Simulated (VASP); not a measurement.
Input for VASP

### INCAR
```
SYSTEM = TaTe
PREC = Accurate
ENCUT = 400
EDIFF = 1E-6
NELM = 25
ALGO = VeryFast
LREAL = .FALSE.
LASPH = .TRUE.
ISMEAR = 0
SIGMA = 0.05
GGA = PE
LMAXMIX = 6
LWAVE = .FALSE.
LCHARG = .FALSE.
ISIF = 2
HFSCREEN = 0.2
AEXX = 0.25
LHFCALC = .TRUE.
PRECFOCK = Fast
ISYM = 3
```

### KPOINTS
```
Automatic mesh
0
Gamma
2 2 2
0 0 0
```

### POSCAR
```
TaTe
1
    3.4197480000     0.0000000000     0.0000000000
    0.0000000000     3.4197480000     0.0000000000
    0.0000000000     0.0000000000     3.4197480000
Ta Te
1 1
Direct
  0.0000000000   0.0000000000   0.0000000000
  0.5000000000   0.5000000000   0.5000000000
```

POTCAR, in this order: Ta_pv Te (PBE.64 set). Program: vasp_std.

Output

File standard output:
```
 POSCAR found type information on POSCAR TaTe
 POSCAR found :  2 types and       2 ions
 Reading from existing POTCAR
 Reading from existing POTCAR
 LDA part: xc-table for (Slater+PW92), standard interpolation
 POSCAR, INCAR and KPOINTS ok, starting setup
 WAVECAR not read
 entering main loop
       N       E                     dE             d eps       ncg     rms          rms(c)
RMM:   1    -0.309423280605E+04   -0.30942E+04   -0.61566E+03    48   0.902E+02
RMM:   2    -0.326881713974E+04   -0.17458E+03   -0.23354E+03    48   0.281E+02
RMM:   3    -0.318958259860E+04    0.79235E+02   -0.53102E+02    48   0.161E+02
RMM:   4    -0.319514245559E+04   -0.55599E+01   -0.69760E+01    48   0.476E+01
RMM:   5    -0.319669187771E+04   -0.15494E+01   -0.18983E+01    48   0.289E+01
RMM:   6    -0.319730892759E+04   -0.61705E+00   -0.72974E+00    48   0.146E+01
RMM:   7    -0.319751138355E+04   -0.20246E+00   -0.35735E+00    48   0.112E+01
RMM:   8    -0.319765357630E+04   -0.14219E+00   -0.16730E+00    48   0.664E+00
RMM:   9    -0.319779009371E+04   -0.13652E+00   -0.14990E+00   146   0.548E+00
RMM:  10    -0.319782309713E+04   -0.33003E-01   -0.64703E-01   149   0.276E+00
RMM:  11    -0.319784176456E+04   -0.18667E-01   -0.23625E-01   150   0.202E+00
RMM:  12    -0.319784994111E+04   -0.81765E-02   -0.98973E-02   147   0.167E+00    0.315E+01
RMM:  13     0.462973362897E+02    0.32441E+04   -0.16162E+01   192   0.343E+01    0.204E+01
RMM:  14     0.460200042097E+02   -0.27733E+00   -0.60927E-01   138   0.644E+00    0.119E+01
RMM:  15     0.462182700951E+02    0.19827E+00   -0.13693E-01   123   0.317E+00    0.666E+00
RMM:  16     0.462838159490E+02    0.65546E-01   -0.72112E-02   122   0.220E+00    0.359E+00
RMM:  17     0.463126105910E+02    0.28795E-01   -0.45951E-02   117   0.168E+00    0.197E+00
RMM:  18     0.463212242421E+02    0.86137E-02   -0.48215E-02   126   0.155E+00    0.931E-01
RMM:  19     0.463272185954E+02    0.59944E-02   -0.42091E-02   129   0.141E+00    0.481E-01
RMM:  20     0.463297323325E+02    0.25137E-02   -0.42375E-02   137   0.136E+00    0.213E-01
RMM:  21     0.463318801146E+02    0.21478E-02   -0.40942E-02   145   0.135E+00    0.996E-02
RMM:  22     0.463320874213E+02    0.20731E-03   -0.40829E-02   147   0.131E+00    0.840E-02
RMM:  23     0.463324624784E+02    0.37506E-03   -0.39911E-02   141   0.129E+00    0.740E-02
RMM:  24     0.463325773670E+02    0.11489E-03   -0.40160E-02   132   0.128E+00    0.644E-02
RMM:  25     0.463324247322E+02   -0.15263E-03   -0.39843E-02   134   0.127E+00

 -----------------------------------------------------------------------------
|                                                                             |
|           W    W    AA    RRRRR   N    N  II  N    N   GGGG   !!!           |
|           W    W   A  A   R    R  NN   N  II  NN   N  G    G  !!!           |
|           W    W  A    A  R    R  N N  N  II  N N  N  G       !!!           |
|           W WW W  AAAAAA  RRRRR   N  N N  II  N  N N  G  GGG   !            |
|           WW  WW  A    A  R   R   N   NN  II  N   NN  G    G                |
|           W    W  A    A  R    R  N    N  II  N    N   GGGG   !!!           |
|                                                                             |
|     The electronic self-consistency was not achieved in the given           |
|     number of steps (NELM). The forces and other quantities evaluated       |
|     might not be reliable so examine the results carefully. If you find     |
|     spurious results, we suggest increasing NELM, if you were close to      |
|     convergence or switching to a different ALGO or adjusting the           |
|     density mixing parameters otherwise.                                    |
|                                                                             |
 -----------------------------------------------------------------------------

   1 F= 0.46332425E+02 E0= 0.46337245E+02  d E =-.964139E-02
```

OUTCAR:
```
------------------------ aborting loop EDIFF was not reached (unconverged)  ----------------------------
  FORCE on cell =-STRESS in cart. coord.  units (eV):
  Direction    XX          YY          ZZ          XY          YZ          ZX
  --------------------------------------------------------------------------------------
  Total      -34.4820856    -34.4820856    -34.4820856      0.0000000      0.0000000      0.0000000
  in kB    -1381.4074553  -1381.4074553  -1381.4074553      0.0000000      0.0000000      0.0000000
  external PRESSURE =   -1381.4074553 kB  Pullay stress =       0.0000000 kB
  volume of cell :       39.99
      direct lattice vectors                 reciprocal lattice vectors
     3.419748000  0.000000000  0.000000000     0.292419207  0.000000000  0.000000000
     0.000000000  3.419748000  0.000000000     0.000000000  0.292419207  0.000000000
     0.000000000  0.000000000  3.419748000     0.000000000  0.000000000  0.292419207
 POSITION                                       TOTAL-FORCE (eV/Angst)
 -----------------------------------------------------------------------------------
      0.00000      0.00000      0.00000         0.000000      0.000000      0.000000
      1.70987      1.70987      1.70987         0.000000      0.000000      0.000000
 -----------------------------------------------------------------------------------
    total drift:                                0.013654     -0.009362     -0.002514
  FREE ENERGIE OF THE ION-ELECTRON SYSTEM (eV)
  ---------------------------------------------------
  free  energy   TOTEN  =        46.3324247322 eV

  energy  without entropy=       46.3420661271  energy(sigma->0) =       46.33724543

  exchange ACFDT corr.  =        -0.06942038  see jH, gK, PRB 81, 115126
```
(Selected blocks of OUTCAR.)

Question: Read input and log: which fault does this run have?
A) a hybrid functional was run with ALGO = VeryFast
B) ICHARG = 11 asks for a fixed density, but there is no CHGCAR
C) simple mixing (IMIX = 1) with AMIX above 1 overshoots
D) LSORBIT needs the non-collinear program vasp_ncl

Answer: A, a hybrid functional was run with ALGO = VeryFast. The run did not converge; its last values are not results. Against the sound run, the energy per atom (σ→0) rises by 31.566 eV/atom; the pressure falls by 129.16 GPa.

To mend it, set ALGO = Normal.

The mended run (HSE06 screened hybrid, plane waves, VASP's PBE PAW potentials (set 64)) converges, and its OSZICAR ends with
```
   1 F= -.16799864E+02 E0= -.16795043E+02  d E =-.964139E-02
```

The structure was generated: TaTe was put into the CsCl type (Pm-3m), which need not be its known phase. The cell was not relaxed at this level. The electron count is odd and the run is not spin-polarised, which forces a metal.
